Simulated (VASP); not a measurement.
# A VASP study of LaBiS2O (r2SCAN): structure first, properties next, part 2 of 2

Wanted: the relaxed cell of LaBiS2O and its properties. The start is a computed cell from the Materials Project.

VASP 6.6.1, plane waves and PAW; the level of theory is named at each step.

So far, least gap on mesh and path (eV): step 5 (bands along the symmetry lines (r2SCAN)) 1.12. The relaxed cell has a = 4.041, c = 14.126 Å (conventional setting).

**7. Independent-particle dielectric function (r2SCAN)**

LOPTICS sums transitions from filled to empty bands. NBANDS is raised for it.

File INCAR:

```
SYSTEM = LaBiS2O
PREC = Accurate
ENCUT = 520
EDIFF = 1E-06
NELM = 100
ISMEAR = 0
SIGMA = 0.05
LREAL = .FALSE.
ALGO = Normal
METAGGA = R2SCAN
LASPH = .TRUE.
NBANDS = 124
LORBIT = 11
LWAVE = .FALSE.
LCHARG = .FALSE.
KPAR = 8
LOPTICS = .TRUE.
NEDOS = 1500
CSHIFT = 0.1
```

File POSCAR:

```
LaBiS2O
1.0
    4.0408216444      0.0000000000      0.0000000000
    0.0000000000      4.0408216444      0.0000000000
    0.0000000000      0.0000000000     14.1264444717
La Bi S O
2 2 4 2
Direct
    0.5000000000      0.0000000000      0.5884187759
    0.0000000000      0.5000000000      0.4115812241
    0.0000000000      0.5000000000      0.8679425451
    0.5000000000      0.0000000000      0.1320574549
    0.5000000000      0.0000000000      0.8900394487
    0.0000000000      0.5000000000      0.1099605513
    0.0000000000      0.5000000000      0.6914764398
    0.5000000000      0.0000000000      0.3085235602
    0.0000000000      0.0000000000      0.5000000000
    0.5000000000      0.5000000000      0.5000000000
```

File KPOINTS:

```
Automatic mesh
0
Gamma
8 8 3
0 0 0
```

Potentials, in the order of the species: La, Bi_d, S and O (PBE family, release 64).

Started as:

```bash
> mpirun -np 8 vasp_std
```

Elapsed: 8.4 min, on 8 MPI ranks of AMD EPYC 7R43, shared host; peak memory 12 GiB.

These are independent-particle spectra without excitons or local fields, and fine structure depends on the mesh and on CSHIFT.

Numbers from this step:

```
SCF cycles   : 16
bands        : 124
Fermi energy : 5.276 eV
pressure     : -0.03266 GPa
```

The imaginary dielectric function has structure finer than the step of the table below, so its rows give means over 1 eV, whole bins alone (the curve runs from 0 to 25.0 eV). Peaks (eV: height): xx 1.1: 8.24, 1.7: 13.6, 2.0: 16.8, 2.8: 19.2; zz 4.5: 16.3.

Table of imaginary dielectric function by photon energy; means over each step:

| photon energy (eV) | xx | zz |
| --- | --- | --- |
| 1 | 3.39 | 0.115 |
| 2 | 13.2 | 1.22 |
| 3 | 12.8 | 2.68 |
| 4 | 4.77 | 8.57 |
| 5 | 4.28 | 11.6 |
| 6 | 4.38 | 6.13 |
| 7 | 4.63 | 4.96 |
| 8 | 4.49 | 3.50 |
| 9 | 4.78 | 3.40 |
| 10 | 3.92 | 4.05 |
| 11 | 2.76 | 2.97 |
| 12 | 1.77 | 1.75 |
| 13 | 1.21 | 1.34 |
| 14 | 1.17 | 0.975 |
| 15 | 0.868 | 0.781 |
| 16 | 0.655 | 0.636 |
| 17 | 0.605 | 0.615 |
| 18 | 0.617 | 0.659 |
| 19 | 0.647 | 1.06 |
| 20 | 0.851 | 1.29 |
| 21 | 0.985 | 1.12 |
| 22 | 1.11 | 0.798 |
| 23 | 0.813 | 0.892 |
| 24 | 0.605 | 0.509 |

The real dielectric function by photon energy:

| photon energy (eV) | xx | zz |
| --- | --- | --- |
| 0.0 | 14.0 | 7.45 |
| 0.5 | 14.8 | 7.53 |
| 1.0 | 19.1 | 7.83 |
| 1.5 | 19.9 | 8.37 |
| 2.0 | 13.5 | 9.21 |
| 2.5 | 10.0 | 9.56 |
| 3.0 | -4.37 | 8.54 |
| 3.5 | -1.11 | 11.2 |
| 4.0 | 0.896 | 14.8 |
| 4.5 | 1.68 | 7.05 |
| 5.0 | 1.73 | -0.161 |
| 5.5 | 2.22 | -0.695 |
| 6.0 | 1.61 | -0.129 |
| 6.5 | 2.17 | 0.133 |
| 7.0 | 1.55 | -0.173 |
| 7.5 | 1.13 | -0.218 |
| 8.0 | 1.19 | -0.494 |
| 8.5 | 0.995 | 0.669 |
| 9.0 | 0.0896 | 0.538 |
| 9.5 | -0.332 | 0.783 |
| 10.0 | -1.000 | -0.0359 |
| 10.5 | -1.31 | -0.796 |
| 11.0 | -1.35 | -1.17 |
| 11.5 | -1.35 | -0.999 |
| 12.0 | -1.16 | -1.48 |
| 12.5 | -0.727 | -0.693 |
| 13.0 | -0.694 | -0.382 |
| 13.5 | -0.302 | -0.627 |
| 14.0 | -0.309 | -0.440 |
| 14.5 | -0.359 | -0.225 |
| 15.0 | -0.294 | -0.141 |
| 15.5 | -0.142 | 0.0447 |
| 16.0 | 0.0267 | 0.126 |
| 16.5 | 0.191 | 0.365 |
| 17.0 | 0.131 | 0.360 |
| 17.5 | 0.369 | 0.550 |
| 18.0 | 0.438 | 0.715 |
| 18.5 | 0.450 | 0.821 |
| 19.0 | 0.601 | 0.881 |
| 19.5 | 0.682 | 0.553 |
| 20.0 | 0.647 | 0.433 |
| 20.5 | 0.642 | 0.389 |
| 21.0 | 0.618 | -0.0982 |
| 21.5 | 0.495 | 0.107 |
| 22.0 | 0.277 | 0.276 |
| 22.5 | 0.0862 | 0.274 |
| 23.0 | -0.0199 | -0.0542 |
| 23.5 | 0.0512 | -0.0375 |
| 24.0 | 0.0302 | -0.0665 |
| 24.5 | -0.0158 | 0.0894 |

The mean of ε2 over directions passes 5 % of its top at 0.86 eV, against a least direct gap of 1.12 eV on this mesh; what lies under the gap is the tail of the broadening by CSHIFT.

**8. Bands along the symmetry lines (r2SCAN + SOC)**

This step: r2SCAN, spin-orbit coupling; plane waves and PAW (La, Bi_d, S, O) (VASP 6.6.1).

Levels along the symmetry lines show where the bands peak and cross; KPOINTS_OPT computes them in the converged potential. Spin-orbit coupling needs spinors and the noncollinear program, where each band holds one electron.

File INCAR:

```
SYSTEM = LaBiS2O
PREC = Accurate
ENCUT = 520
EDIFF = 1E-06
NELM = 100
ISMEAR = 0
SIGMA = 0.05
LREAL = .FALSE.
ALGO = Normal
METAGGA = R2SCAN
LASPH = .TRUE.
LNONCOLLINEAR = .TRUE.
MAGMOM = 0 0 0 0 0 0 0 0 0 0 0 0 0 0 0 0 0 0 0 0 0 0 0 0 0 0 0 0 0 0
NBANDS = 108
GGA_COMPAT = .FALSE.
LSORBIT = .TRUE.
LMAXMIX = 6
LORBIT = 11
LWAVE = .FALSE.
LCHARG = .FALSE.
KPAR = 4
NCORE = 2
```

POSCAR is that of step 7.

File KPOINTS:

```
Automatic mesh
0
Gamma
5 5 2
0 0 0
```

File KPOINTS_OPT:

```
Line mode
12
Line-mode
Reciprocal
  0.00000000   0.00000000   0.00000000 GAMMA
  0.00000000   0.50000000   0.00000000 X

  0.00000000   0.50000000   0.00000000 X
  0.50000000   0.50000000   0.00000000 M

  0.50000000   0.50000000   0.00000000 M
  0.00000000   0.00000000   0.00000000 GAMMA

  0.00000000   0.00000000   0.00000000 GAMMA
  0.00000000   0.00000000   0.50000000 Z

  0.00000000   0.00000000   0.50000000 Z
  0.00000000   0.50000000   0.50000000 R

  0.00000000   0.50000000   0.50000000 R
  0.50000000   0.50000000   0.50000000 A

  0.50000000   0.50000000   0.50000000 A
  0.00000000   0.00000000   0.50000000 Z

  0.00000000   0.50000000   0.00000000 X
  0.00000000   0.50000000   0.50000000 R

  0.50000000   0.50000000   0.00000000 M
  0.50000000   0.50000000   0.50000000 A
```

Started as:

```bash
> mpirun -np 8 vasp_ncl
```

The job ended after 69 min (8 MPI ranks; peak memory 6.6 GiB; 8.7 h of CPU time).

VASP adds spin-orbit coupling inside the spheres on scalar-relativistic partial waves, which describe the 6p1/2 states imperfectly, so such gaps can be off by a tenth of an eV or more.

Numbers from this step:

| Item | Value |
| --- | --- |
| SCF cycles | 30 |
| bands | 108 |
| irreducible k-points | 12 |
| free energy (TOTEN) | -241.8320 eV |
| Fermi energy | 5.184 eV |
| pressure | 0.07935 GPa |
| least gap on mesh and path | 0.6627 eV |
| least direct gap on mesh and path | 0.6627 eV |
| valence top at k | 0, 0.4545, 0 |
| conduction bottom at k | 0, 0.4545, 0 |
| least direct gap at k | 0, 0.4545, 0 |

On-site spin-orbit energy by atom:

| atom | on-site spin-orbit energy (eV) |
| --- | --- |
| La1 | -0.54 |
| La2 | -0.54 |
| Bi3 | -1.23 |
| Bi4 | -1.23 |
| S5 | 0.00 |
| S6 | 0.00 |
| S7 | 0.00 |
| S8 | 0.00 |
| O9 | 0.00 |
| O10 | 0.00 |

Electronic bands along the path, in eV, zero at the valence-band top; v1 is the highest filled band, c1 the lowest empty one:

| point | v4 | v3 | v2 | v1 | c1 | c2 | c3 | c4 |
| --- | --- | --- | --- | --- | --- | --- | --- | --- |
| Γ | -0.35 | -0.35 | -0.24 | -0.24 | 3.41 | 3.41 | 3.61 | 3.61 |
| 0.55 of the way | -0.54 | -0.54 | -0.49 | -0.49 | 1.99 | 1.99 | 2.32 | 2.32 |
| X | -0.05 | -0.05 | -0.05 | -0.05 | 0.68 | 0.68 | 0.68 | 0.68 |
| 0.45 of the way | -0.92 | -0.92 | -0.85 | -0.85 | 2.70 | 2.70 | 2.90 | 2.90 |
| M | -1.01 | -1.01 | -1.01 | -1.01 | 3.73 | 3.73 | 3.73 | 3.73 |
| 0.55 of the way | -0.50 | -0.50 | -0.42 | -0.42 | 1.54 | 1.54 | 1.57 | 1.57 |
| Γ | -0.35 | -0.35 | -0.24 | -0.24 | 3.41 | 3.41 | 3.61 | 3.61 |
| 0.55 of the way | -0.36 | -0.36 | -0.25 | -0.25 | 3.35 | 3.35 | 3.59 | 3.59 |
| Z | -0.36 | -0.36 | -0.25 | -0.25 | 3.30 | 3.30 | 3.57 | 3.57 |
| 0.55 of the way | -0.67 | -0.67 | -0.54 | -0.54 | 2.00 | 2.00 | 2.34 | 2.34 |
| R | -0.05 | -0.05 | -0.05 | -0.05 | 0.68 | 0.68 | 0.68 | 0.68 |
| 0.55 of the way | -0.93 | -0.93 | -0.86 | -0.86 | 2.96 | 2.96 | 3.26 | 3.26 |
| A | -1.10 | -1.10 | -1.10 | -1.10 | 3.71 | 3.71 | 3.71 | 3.71 |
| 0.55 of the way | -0.57 | -0.57 | -0.45 | -0.45 | 1.53 | 1.53 | 1.59 | 1.59 |
| Z | -0.36 | -0.36 | -0.25 | -0.25 | 3.30 | 3.30 | 3.57 | 3.57 |
| jump to X | -0.05 | -0.05 | -0.05 | -0.05 | 0.68 | 0.68 | 0.68 | 0.68 |
| 0.55 of the way | -0.05 | -0.05 | -0.05 | -0.05 | 0.68 | 0.68 | 0.68 | 0.68 |
| R | -0.05 | -0.05 | -0.05 | -0.05 | 0.68 | 0.68 | 0.68 | 0.68 |
| jump to M | -1.01 | -1.01 | -1.01 | -1.01 | 3.73 | 3.73 | 3.73 | 3.73 |
| 0.55 of the way | -1.06 | -1.06 | -1.06 | -1.06 | 3.72 | 3.72 | 3.72 | 3.72 |
| A | -1.10 | -1.10 | -1.10 | -1.10 | 3.71 | 3.71 | 3.71 | 3.71 |

Of the projections kept (La, Bi, S, O), the largest for each band there; the rest of the weight can lie on other orbitals:

| point | v4 | v3 | v2 | v1 | c1 | c2 | c3 | c4 |
| --- | --- | --- | --- | --- | --- | --- | --- | --- |
| Γ | S 0.62 | S 0.62 | S 0.62 | S 0.62 | Bi 0.52 | Bi 0.52 | Bi 0.50 | Bi 0.50 |
| X | S 0.65 | S 0.65 | S 0.65 | S 0.65 | Bi 0.63 | Bi 0.63 | Bi 0.63 | Bi 0.63 |
| M | S 0.76 | S 0.76 | S 0.76 | S 0.76 | Bi 0.48 | Bi 0.48 | Bi 0.48 | Bi 0.48 |
| Γ | S 0.62 | S 0.62 | S 0.62 | S 0.62 | Bi 0.52 | Bi 0.52 | Bi 0.50 | Bi 0.50 |
| Z | S 0.61 | S 0.61 | S 0.61 | S 0.61 | Bi 0.57 | Bi 0.57 | Bi 0.45 | Bi 0.45 |
| R | S 0.65 | S 0.65 | S 0.65 | S 0.65 | Bi 0.63 | Bi 0.63 | Bi 0.63 | Bi 0.63 |

Force by atom:

| atom | x (eV/Å) | y (eV/Å) | z (eV/Å) | size |
| --- | --- | --- | --- | --- |
| La1 | 0.0000 | 0.0000 | 0.0359 | 0.0359 |
| La2 | 0.0000 | 0.0000 | -0.0359 | 0.0359 |
| Bi3 | 0.0000 | 0.0000 | 0.0440 | 0.0440 |
| Bi4 | 0.0000 | 0.0000 | -0.0440 | 0.0440 |
| S5 | 0.0000 | 0.0000 | -0.0311 | 0.0311 |
| S6 | 0.0000 | 0.0000 | 0.0311 | 0.0311 |
| S7 | 0.0000 | 0.0000 | -0.0616 | 0.0616 |
| S8 | 0.0000 | 0.0000 | 0.0616 | 0.0616 |
| O9 | 0.0000 | 0.0000 | 0.0000 | 0.0000 |
| O10 | 0.0000 | 0.0000 | 0.0000 | 0.0000 |

The gap moves by -0.46 eV against r2SCAN, which ran on another mesh.

**9. Band structure (TB-mBJ)**

This step: TB-mBJ; plane waves and PAW (La, Bi_d, S, O) (VASP 6.6.1).

Levels along the symmetry lines show where the bands peak and cross; KPOINTS_OPT computes them in the converged potential. TB-mBJ is a local potential fitted to gaps: it costs far less than a hybrid but gives no energy.

File INCAR:

```
SYSTEM = LaBiS2O
PREC = Accurate
ENCUT = 520
EDIFF = 1E-06
NELM = 150
ISMEAR = 0
SIGMA = 0.05
LREAL = .FALSE.
ALGO = Normal
METAGGA = MBJ
LASPH = .TRUE.
NBANDS = 68
LORBIT = 11
LWAVE = .FALSE.
LCHARG = .FALSE.
KPAR = 8
```

POSCAR is that of step 8.

File KPOINTS:

```
Automatic mesh
0
Gamma
6 6 2
0 0 0
```

KPOINTS_OPT is that of step 8.

Started as:

```bash
> mpirun -np 8 vasp_std
```

Run time: 26 min. Hardware: 8 MPI ranks; peak memory 5.7 GiB.

The electronic loop ended without reaching EDIFF, so its numbers are not used.

**10. Summary of results**

```json
{
 "relaxed volume": "23.07 Å³/atom",
 "relaxed conventional cell a, b, c": "4.041, 4.041, 14.126 Å",
 "space group after relaxing, within 0.02 Å": "P4/nmm (No. 129)",
 "band gap": "1.12 eV, direct",
 "gap among the points of the DOS mesh alone, an upper bound": "1.12 eV",
 "strongest peak of ε2, mean over directions": "2.85 eV",
 "ε1 at zero frequency, no local fields, mean": "11.8",
 "band gap (r2SCAN + SOC)": "0.663 eV, direct"
}
```

**Reading.** With r2SCAN, LaBiS2O relaxes to 23.07 Å³/atom in space group P4/nmm (held by the symmetry of the run) and has a direct gap of 1.12 eV. Not obtained: band structure (TB-mBJ), because the run did not converge. Bands along the symmetry lines (r2SCAN): The path shows a direct gap of 1.12 eV (valence top at X, conduction bottom at X). Bands along the symmetry lines (r2SCAN + SOC): The path shows a direct gap of 0.66 eV (valence top between Γ and X, conduction bottom between Γ and X). Semilocal functionals usually underestimate gaps. No search among competing phases was made, and a listed structure need not be the one stable at ambient conditions. All values are for a static lattice at zero temperature.

[Lines on the potential files, build, host, timing and source positions are cut from VASP's logs without a mark.]

[Logs are printed without paths, hosts, clocks, repeated set-up lines and the standing remarks that a program may print on its own settings, such as how far it seeks lower states.]

[Hosts, paths, dates, database ids (printed as entryN), source tags and the programs' standing remarks are cut or masked in the printed files.]

[A measured line is paired with the nearest computed mode of its activity, which favours agreement.]
